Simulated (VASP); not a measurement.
The input files of a VASP run:

### POSCAR
```
CrO2
4.5104180
  1.0000000645   0.0000000000   0.0000000000
  0.0000000000   1.0000000645   0.0000000000
  0.0000000000   0.0000000000   0.6601693922
Cr O
2 4
Direct
  0.0000000000   0.0000000000   0.0000000000
  0.5000000000   0.5000000000   0.5000000000
  0.3030280146   0.3030280146   0.0000000000
  0.8030280146   0.1969719854   0.5000000000
  0.1969719854   0.8030280146   0.5000000000
  0.6969719854   0.6969719854   0.0000000000
```

File KPOINTS:
```
Automatic mesh
0
Gamma
8 8 11
0 0 0
```

**INCAR**
```
AGGAC=0.0
ALGO=Normal
EDIFF=1E-7
ENCUT=520
GGA=ML
ISIF=2
ISMEAR=-5
ISPIN=2
LASPH=.True.
LCHARG=.True.
LEFG=.True.
LMAXMIX=4
LORBIT=11
LREAL=.False.
LUSE_VDW=.True.
LWAVE=.False.
MAGMOM=2*2.1 4*-0.1
NEDOS=601
NELM=100
PREC=Accurate
SYSTEM=CrO2
ZAB_VDW=-1.8867
```

POTCAR, in this order: Cr_pv O (PBE.64 set). Program: vasp_std.

Question: Translate this vdW-DF2 calculation to Quantum ESPRESSO's pw.x.

Answer: One equivalent input (not run):
```
&CONTROL
  calculation = 'scf'
  pseudo_dir = './pseudo'
  outdir = './out'
  tprnfor = .true.
  tstress = .true.
/
&SYSTEM
  ibrav = 0
  nat = 6
  ntyp = 2
  ecutwfc = 94
  occupations = 'tetrahedra'
  input_dft = 'vdw-df2'
  nspin = 2
  starting_magnetization(1) = 0.21
  starting_magnetization(2) = -0.01
/
&ELECTRONS
  conv_thr = 7.3e-09
  electron_maxstep = 100
/
ATOMIC_SPECIES
  Cr 51.996 Cr.upf
  O 15.999 O.upf
CELL_PARAMETERS angstrom
     4.5104183    0.0000000    0.0000000
     0.0000000    4.5104183    0.0000000
     0.0000000    0.0000000    2.9776399
ATOMIC_POSITIONS crystal
  Cr   0.0000000  0.0000000  0.0000000
  Cr   0.5000000  0.5000000  0.5000000
  O    0.3030280  0.3030280  0.0000000
  O    0.8030280  0.1969720  0.5000000
  O    0.1969720  0.8030280  0.5000000
  O    0.6969720  0.6969720  0.0000000
K_POINTS automatic
  8 8 11 0 0 0
```
The two are equivalent in intent, not identical: the potentials are each code's own (VASP's PAW set, PseudoDojo norm-conserving files in pw.x), so ENCUT and ecutwfc are chosen apart and not converted; conv_thr bounds pw.x's estimated SCF error, while EDIFF bounds the energy change between steps; starting_magnetization is a fraction of the valence charge and MAGMOM a moment in μB, so they match only roughly; the field gradients of LEFG aren't asked of the other code.

The compound is CrO2 in the rutile structure. It was relaxed first, which changed the volume by +6 %.
